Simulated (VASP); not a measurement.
Input for VASP

INCAR:
```
SYSTEM  =  MoSe2
PREC  =  Accurate; ENCUT  =  240; LREAL  =  .False.
LASPH  =  .True.
EDIFF  =  1E-6; NELM  =  100; ALGO  =  Normal
LMAXMIX  =  4
ISMEAR  =  1; SIGMA  =  0.136
GGA  =  PS
ISIF  =  2
LWAVE  =  .False.; LCHARG  =  .False.
```

KPOINTS:
```
Regular mesh
0
gamma
2 2 2
0 0 0
```

### POSCAR
```
MoSe2
1
    3.2535320000     0.0000000000     0.0000000000
   -1.6267660000     2.8176420000     0.0000000000
    0.0000000000     0.0000000000    13.5939080000
Mo Se
2 4
Direct
  0.0000000000   0.0000000000   0.2500000000
  0.0000000000   0.0000000000   0.7500000000
  0.3333330000   0.6666670000   0.3689500000
  0.6666670000   0.3333330000   0.6310500000
  0.6666670000   0.3333330000   0.8689500000
  0.3333330000   0.6666670000   0.1310500000
```

POTCAR, in this order: Mo_sv Se (PBE.64 set). Program: vasp_std.

Write an equivalent input for Quantum ESPRESSO's pw.x.

One equivalent input (not run):
```
&CONTROL
  calculation = 'scf'
  pseudo_dir = './pseudo'
  outdir = './out'
  tprnfor = .true.
  tstress = .true.
/
&SYSTEM
  ibrav = 0
  nat = 6
  ntyp = 2
  ecutwfc = 86
  occupations = 'smearing'
  smearing = 'methfessel-paxton'
  degauss = 0.009996
  input_dft = 'pbesol'
/
&ELECTRONS
  conv_thr = 7.3e-08
  electron_maxstep = 100
/
ATOMIC_SPECIES
  Mo 95.950 Mo.upf
  Se 78.971 Se.upf
CELL_PARAMETERS angstrom
     3.2535320    0.0000000    0.0000000
    -1.6267660    2.8176420    0.0000000
     0.0000000    0.0000000   13.5939080
ATOMIC_POSITIONS crystal
  Mo   0.0000000  0.0000000  0.2500000
  Mo   0.0000000  0.0000000  0.7500000
  Se   0.3333330  0.6666670  0.3689500
  Se   0.6666670  0.3333330  0.6310500
  Se   0.6666670  0.3333330  0.8689500
  Se   0.3333330  0.6666670  0.1310500
K_POINTS automatic
  2 2 2 0 0 0
```
What does not carry over: the potentials are each code's own (VASP's PAW set, PseudoDojo norm-conserving files in pw.x), so ENCUT and ecutwfc are chosen apart and not converted; conv_thr bounds pw.x's estimated SCF error, while EDIFF bounds the energy change between steps.

The structure comes from a computed database's MoSe2 entry; how it stands against other phases isn't given here. The cell was not relaxed at this level. The k-mesh is coarse (spacing up to 1.11 per Å, 2π included), so the numbers may not be converged in it. The run is one of a series of settings (ENCUT = 240, GGA = PS, ISMEAR = 1, SIGMA = 0.136, KPOINTS 2×2×2 Γ-centred mesh, POTCAR Mo_sv Se (PBE.64 set) against the base run), some of them coarse on purpose.
